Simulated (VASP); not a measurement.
Calculation: MS2 meta-GGA, VASP's PBE PAW potentials (set 64) (plane waves; VASP).

VASP input:

File POSCAR:
```
SrTiO3
7.6719870
  0.4999999851   0.0000000000   0.0000000000
  0.0000000000   0.4999999851   0.0000000000
  0.0000000000   0.0000000000   0.4999999851
Sr Ti O
1 1 3
Cart
  0.0000000000   0.0000000000   0.0000000000
  0.2499999926   0.2499999926   0.2499999926
  0.2499999926   0.0000000000   0.2499999926
  0.0000000000   0.2499999926   0.2499999926
  0.2499999926   0.2499999926   0.0000000000
```

**KPOINTS**
```
Automatic mesh
0
Gamma
6 6 6
0 0 0
```

**INCAR**
```
SYSTEM=SrTiO3
PREC=Accurate; ENCUT=520; LREAL=.False.
LASPH=.True.
EDIFF=1E-7; NELM=100; ALGO=Normal
LMAXMIX=4; LMIXTAU=.True.
ISMEAR=0; SIGMA=0.05
METAGGA=MS2
ISIF=2
LWAVE=.False.; LCHARG=.False.
```

POTCAR, in this order: Sr_sv Ti_sv O (PBE.64 set). Program: vasp_std.

The run wrote:

**OSZICAR**
```
       N       E                     dE             d eps       ncg     rms          rms(c)
DAV:   1     0.402634099779E+03    0.40263E+03   -0.20697E+04   960   0.179E+03
DAV:   2    -0.541671659547E+02   -0.45680E+03   -0.44531E+03  1168   0.497E+02
DAV:   3    -0.979520374784E+02   -0.43785E+02   -0.43092E+02  1632   0.145E+02
DAV:   4    -0.999249595072E+02   -0.19729E+01   -0.19395E+01  1336   0.265E+01
DAV:   5    -0.999915413441E+02   -0.66582E-01   -0.66546E-01  1304   0.414E+00    0.336E+01
DAV:   6    -0.521516082146E+02    0.47840E+02   -0.11150E+02  1296   0.108E+02    0.128E+01
DAV:   7    -0.561662812512E+02   -0.40147E+01   -0.51261E+01  1424   0.450E+01    0.103E+01
DAV:   8    -0.538578267920E+02    0.23085E+01   -0.13284E+00  1256   0.102E+01    0.822E+00
DAV:   9    -0.525980217330E+02    0.12598E+01   -0.43637E+00  1552   0.111E+01    0.887E+00
DAV:  10    -0.524719158579E+02    0.12611E+00   -0.73911E-01  1632   0.709E+00    0.793E+00
DAV:  11    -0.537802634017E+02   -0.13083E+01   -0.37704E+00  1376   0.123E+01    0.804E+00
DAV:  12    -0.529174617611E+02    0.86280E+00   -0.22621E+00  1296   0.988E+00    0.426E+00
DAV:  13    -0.525796571761E+02    0.33780E+00   -0.11501E+00  1648   0.886E+00    0.134E+00
DAV:  14    -0.525861986653E+02   -0.65415E-02   -0.21588E-02  1184   0.121E+00    0.109E+00
DAV:  15    -0.525914285649E+02   -0.52299E-02   -0.11827E-02  1384   0.871E-01    0.625E-01
DAV:  16    -0.525885091076E+02    0.29195E-02   -0.88270E-03  1392   0.960E-01    0.309E-01
DAV:  17    -0.525857658851E+02    0.27432E-02   -0.77901E-03  1296   0.661E-01    0.150E-01
DAV:  18    -0.525858447928E+02   -0.78908E-04   -0.29492E-04  1104   0.141E-01    0.139E-01
DAV:  19    -0.525858480698E+02   -0.32769E-05   -0.59849E-05  1288   0.787E-02    0.964E-02
DAV:  20    -0.525858847027E+02   -0.36633E-04   -0.15329E-05  1480   0.464E-02    0.660E-02
DAV:  21    -0.525859521566E+02   -0.67454E-04   -0.81675E-05  1376   0.733E-02    0.533E-02
DAV:  22    -0.525859289619E+02    0.23195E-04   -0.16520E-05  1120   0.460E-02    0.390E-02
DAV:  23    -0.525859030613E+02    0.25901E-04   -0.10567E-04  1224   0.704E-02    0.565E-03
DAV:  24    -0.525859041125E+02   -0.10511E-05   -0.43571E-06  1208   0.190E-02    0.760E-03
DAV:  25    -0.525859014429E+02    0.26696E-05   -0.96446E-07  1432   0.727E-03    0.673E-03
DAV:  26    -0.525859061567E+02   -0.47138E-05   -0.10610E-06  1120   0.109E-02    0.584E-03
DAV:  27    -0.525859063217E+02   -0.16502E-06   -0.67484E-07  1208   0.574E-03    0.151E-03
DAV:  28    -0.525859060131E+02    0.30858E-06   -0.27725E-08   504   0.174E-03    0.866E-04
DAV:  29    -0.525859057456E+02    0.26756E-06   -0.18644E-08   504   0.125E-03    0.366E-04
DAV:  30    -0.525859054806E+02    0.26498E-06   -0.11928E-08   504   0.136E-03    0.189E-04
DAV:  31    -0.525859053731E+02    0.10754E-06   -0.36084E-09   504   0.670E-04    0.591E-05
DAV:  32    -0.525859053817E+02   -0.86120E-08   -0.86461E-10   496   0.305E-04
   1 F= -.52585905E+02 E0= -.52585905E+02  d E =-.313627E-20
```

**OUTCAR**
```
------------------------ aborting loop because EDIFF is reached ----------------------------------------
  FORCE on cell =-STRESS in cart. coord.  units (eV):
  Direction    XX          YY          ZZ          XY          YZ          ZX
  --------------------------------------------------------------------------------------
  Total        4.5814491      4.5814491      4.5814491      0.0000000      0.0000000     -0.0000000
  in kB      130.0408791    130.0408791    130.0408791      0.0000000      0.0000000     -0.0000000
  external PRESSURE =     130.0408791 kB  Pullay stress =       0.0000000 kB
  volume of cell :       56.45
      direct lattice vectors                 reciprocal lattice vectors
     3.835993386  0.000000000  0.000000000     0.260688666  0.000000000  0.000000000
     0.000000000  3.835993386  0.000000000     0.000000000  0.260688666  0.000000000
     0.000000000  0.000000000  3.835993386     0.000000000  0.000000000  0.260688666
 POSITION                                       TOTAL-FORCE (eV/Angst)
 -----------------------------------------------------------------------------------
      0.00000      0.00000      0.00000         0.000000      0.000000      0.000000
      1.91800      1.91800      1.91800         0.000000      0.000000      0.000000
      1.91800      0.00000      1.91800         0.000000      0.000000      0.000000
      0.00000      1.91800      1.91800         0.000000      0.000000      0.000000
      1.91800      1.91800      0.00000         0.000000      0.000000      0.000000
 -----------------------------------------------------------------------------------
    total drift:                                0.000000      0.000000     -0.000000
  FREE ENERGIE OF THE ION-ELECTRON SYSTEM (eV)
  ---------------------------------------------------
  free  energy   TOTEN  =       -52.5859053817 eV

  energy  without entropy=      -52.5859053817  energy(sigma->0) =      -52.58590538
```
(Selected blocks of OUTCAR.)

The compound is SrTiO3 in the cubic perovskite structure, the ideal cubic form; the compound distorts at low or room temperature. This cell is one point of a volume scan, at 0.94 of the reference volume.
